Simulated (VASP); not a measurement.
Here is the system:

```
CELL_PARAMETERS angstrom
      2.95402     0.00000     0.00000
     -1.47701     2.55826     0.00000
      0.00000     0.00000     4.76545
ATOMIC_POSITIONS crystal
  Mn 0.00000 0.00000 0.00000
  F  0.33333 0.66667 0.25200
  F  0.66667 0.33333 0.74800
```
Starting moments (μB, in the order of the record's atoms Mn F F): 4.0 0.0 0.0.

Computed with PBE GGA, VASP's PBE PAW potentials (set 64) (plane waves; VASP). Run with 400 eV cut-off, 8×8×5 Γ-centred mesh, Gaussian smearing of 0.10 eV, potentials Mn_pv F.

The moments were started parallel, and other spin orders were not tried in this run.

**Question.** Give the spin-up energies of bands 6 to 18 at the high-symmetry points, in eV from the valence-band maximum.

**Answer.** 
```json
[
 {"band": "6", "Γ": "-7.69", "M": "-7.48", "K": "-6.67", "A": "-7.06", "L": "-7.57", "H": "-6.86"},
 {"band": "7", "Γ": "-6.07", "M": "-6.38", "K": "-6.66", "A": "-6.01", "L": "-6.85", "H": "-6.86"},
 {"band": "8", "Γ": "-6.06", "M": "-6.04", "K": "-6.66", "A": "-6.01", "L": "-6.03", "H": "-6.37"},
 {"band": "9", "Γ": "-4.58", "M": "-5.90", "K": "-5.87", "A": "-5.51", "L": "-5.92", "H": "-5.83"},
 {"band": "10", "Γ": "-4.58", "M": "-5.65", "K": "-5.87", "A": "-4.65", "L": "-5.12", "H": "-5.67"},
 {"band": "11", "Γ": "-4.44", "M": "-5.30", "K": "-5.50", "A": "-4.65", "L": "-5.05", "H": "-5.67"},
 {"band": "12", "Γ": "-1.99", "M": "-2.35", "K": "-1.52", "A": "-1.99", "L": "-2.37", "H": "-1.54"},
 {"band": "13", "Γ": "-1.99", "M": "-1.31", "K": "-1.50", "A": "-1.99", "L": "-1.31", "H": "-1.54"},
 {"band": "14", "Γ": "-1.63", "M": "-1.14", "K": "-1.50", "A": "-1.56", "L": "-1.15", "H": "-1.51"},
 {"band": "15", "Γ": "-0.25", "M": "-0.18", "K": "-0.23", "A": "-0.20", "L": "-0.20", "H": "-0.08"},
 {"band": "16", "Γ": "-0.25", "M": "0.00", "K": "-0.23", "A": "-0.20", "L": "-0.06", "H": "-0.08"},
 {"band": "17", "Γ": "1.84", "M": "6.62", "K": "9.03", "A": "3.17", "L": "6.76", "H": "9.17"},
 {"band": "18", "Γ": "7.45", "M": "8.48", "K": "9.03", "A": "5.80", "L": "8.43", "H": "9.17"}
]
```

**Question.** Give the spin-down energies of bands 6 to 18 at the high-symmetry points, in eV from the valence-band maximum.

**Answer.** 
```tsv
band	Γ	M	K	A	L	H
6	-7.02	-6.87	-6.21	-6.29	-6.94	-6.32
7	-5.23	-6.01	-6.06	-5.25	-6.48	-6.32
8	-5.23	-5.33	-6.06	-5.16	-5.30	-5.90
9	-4.31	-5.26	-5.28	-5.16	-5.19	-5.51
10	-4.31	-5.14	-5.28	-4.39	-4.82	-4.99
11	-4.16	-5.00	-5.17	-4.39	-4.72	-4.99
12	2.17	1.39	2.53	2.31	1.43	2.52
13	2.32	3.28	2.53	2.31	3.31	2.52
14	2.32	3.32	2.87	2.34	3.32	2.94
15	3.10	3.79	3.85	3.68	3.75	3.94
16	3.63	4.00	3.85	3.68	3.97	3.94
17	3.63	7.68	10.51	4.51	7.88	10.77
18	8.35	10.19	10.51	6.38	10.33	10.77
```

The gap is direct, 1.39 eV, from the valence maximum at M to the conduction minimum at M.

The structure was generated: MnF2 was put into an ordered model structure, which need not be its known phase. The cell was not relaxed at this level.
